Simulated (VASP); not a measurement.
Given:

```
AlNi
1.0
    2.90994     0.00000     0.00000
    0.00000     2.90994     0.00000
    0.00000     0.00000     2.90994
Al Ni
1 1
Direct
  0.50000   0.50000   0.50000
  0.00000   0.00000   0.00000
```

Calculation: PBE GGA, VASP's PBE PAW potentials (set 64) (plane waves; VASP). Settings: 300 eV cut-off, 8×8×8 Γ-centred mesh, Gaussian smearing of 0.10 eV, potentials Al Ni.

At this cut-off the stress carries a Pulay error, which pulls relaxed volumes low.

Question: What does the run give for the energy per atom (σ→0), pressure, band gap (on the k-mesh) with the smallest direct gap where there is one?

Answer: 
```json
{
 "band gap (on the k-mesh)": "none (metal, semimetal or under 0.01 eV)",
 "energy per atom (σ→0)": "-508.2 kJ/mol of atoms",
 "pressure": "-2.58 GPa"
}
```

The structure is a typed NiAl crystal. The cell was not relaxed at this level. The run is not spin-polarised, so no magnetic state was tried. The electron count is odd and the run is not spin-polarised, which forces a metal.
